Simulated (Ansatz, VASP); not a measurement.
## One calculation of SrP4, two programs

```
Sr P
1.0
     5.38606    0.00000    0.00000
     0.00000    5.38606    0.00000
     0.00000    0.00000    5.38606
Sr P
1 4
Direct
  0.50000 0.50000 0.50000
  0.00000 0.50000 0.50000
  0.50000 0.00000 0.50000
  0.50000 0.50000 0.00000
  0.00000 0.00000 0.00000
```

The cell was built by a generator and needn't be a form met in nature.

Alike in both runs: task single point; functional PBE; k mesh 8 × 8 × 8; occupations gaussian, width 0.1 eV; no spin polarisation.

|  | VASP | Ansatz |
| --- | --- | --- |
| version | VASP 6.6.1 | Ansatz 0.2.0 |
| potentials or method | VASP PAW PBE potentials, release 64 (Sr_sv, P) | scalar-relativistic, plane waves, PAW |
| plane-wave cutoff (eV) | 520 | 420 |
| valence electrons in the cell | 30 | 30 |

Ansatz gave:

```
gap on the k mesh at the Fermi level (eV) : none
pressure (GPa)                            : 0.0
```

Which values does VASP return?

gap on the k mesh at the Fermi level (eV): none; pressure (GPa): 0.1.

A gap of «none» marks a metal or a gap that the smearing closes.
